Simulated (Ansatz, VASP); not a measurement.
# MgGaC4N4: VASP beside Ansatz

```xyz
10
Lattice="6.0435 0.0000 0.0000 0.0000 6.0435 0.0000 0.0000 0.0000 6.0435" Properties=species:S:1:pos:R:3 pbc="T T T"
Mg    0.0000    0.0000    0.0000
Ga    3.0218    3.0218    3.0218
C     1.2522    1.2522    1.2522
C     1.2522    4.7913    4.7913
C     4.7913    1.2522    4.7913
C     4.7913    4.7913    1.2522
N     1.9325    1.9325    1.9325
N     1.9325    4.1111    4.1111
N     4.1111    1.9325    4.1111
N     4.1111    4.1111    1.9325
```

Alike in both runs: functional PBE; k mesh 6 × 6 × 6; occupations gaussian, width 0.1 eV; no spin polarisation.

Ansatz relaxed the structure, and its values are those at the end. VASP's run is a single point on that final structure, the one shown.

|  | VASP | Ansatz |
| --- | --- | --- |
| version | VASP 6.6.1 | Ansatz 0.2.0 |
| potentials or method | VASP PAW PBE potentials, release 64 (Mg, Ga_d, C, N) | scalar-relativistic, plane waves, PAW |
| plane-wave cutoff (eV) | 520 | 420 |
| valence electrons in the cell | 51 | 59 |

```csv
,VASP,Ansatz,Ansatz less VASP
gap on the k mesh at the Fermi level (eV),none,none,-
pressure (GPa),0.2,0.0,-0.21
rms of the force components (eV/Å),0.183,0.000,-0.1828
```

A gap of «none» marks a metal or a gap that the smearing closes. One of these differences is far larger than is usual between the two programs; its cause wasn't traced. The functional is the same, so the differences come from potentials, cutoffs and numerics. The two sets of potentials don't hold the same shells in valence.

Caveats: the standard files for N, O and F lose accuracy on very short bonds.
